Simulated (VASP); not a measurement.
Input of a VASP 6.6.1 run:

The input INCAR:

```
SYSTEM = Be18Ga
  PREC = Accurate
  ENCUT = 520
  EDIFF = 1E-7
  ISMEAR = -1
  SIGMA = 0.05
  LREAL = Auto
  LASPH = .TRUE.
  NELM = 100
  ALGO = Normal
  ISIF = 2
  LWAVE = .FALSE.
  LCHARG = .TRUE.
  GGA = PS
  LELF = .TRUE.
  LVHAR = .TRUE.
  NBANDS = 40
```

KPOINTS

```
Automatic mesh
0
G
  4 3 1
  0 0 0
```

POSCAR

```
Be18Ga
1.0
    4.5800000000      0.0000000000      0.0000000000
    3.4350000000      5.9495950000      0.0000000000
    0.0000000000      0.0000000000     15.5884300000
Be Ga
18 1
Direct
    0.0000000000      0.0000000000      0.0641500780
    0.5000000000      0.0000000000      0.0641500780
    0.0000000420      0.3333332773      0.0641500780
    0.5000000420      0.3333332773      0.0641500780
   -0.0000000420      0.6666667227      0.0641500780
    0.4999999580      0.6666667227      0.0641500780
   -0.1706962031      0.2284051267      0.1818836150
    0.3344568533      0.2207780530      0.1831593047
   -0.1636840947      0.5551418206      0.1810431840
    0.3295426971      0.5577695625      0.1796706917
   -0.1699572512      0.8878617788      0.1812632831
    0.3359728389      0.8914921100      0.1807586781
   -0.0047621533      0.0027274125      0.2947953707
    0.4998325675     -0.0022873826      0.3016564208
    0.0001277015      0.3322029483      0.3005545780
    0.4952983852      0.3363343219      0.3009734784
   -0.0032115343      0.6657359030      0.2960535474
    0.5026359569      0.6643549687      0.2951300420
    0.1711698198      0.7839858007      0.4347927918
```

Potentials or basis: VASP PAW PBE potentials, release 64 (Be, Ga_d).

Run with:

```sh
$ cat potpaw_PBE.64/Be/POTCAR potpaw_PBE.64/Ga_d/POTCAR > POTCAR
$ mpirun -np 1 vasp_std > vasp.out
```

(1) Estimate the largest force.

(2) What does it give for the band gap on the k mesh?

Results:

(1) 0.162 eV/Å.

(2) none (metal or under the smearing width).

Caveat: the k mesh is coarse (spacing up to 0.40 Å⁻¹), so the values aren't converged; the PAW data sets were made with another functional, which shifts forces and pressure a little.
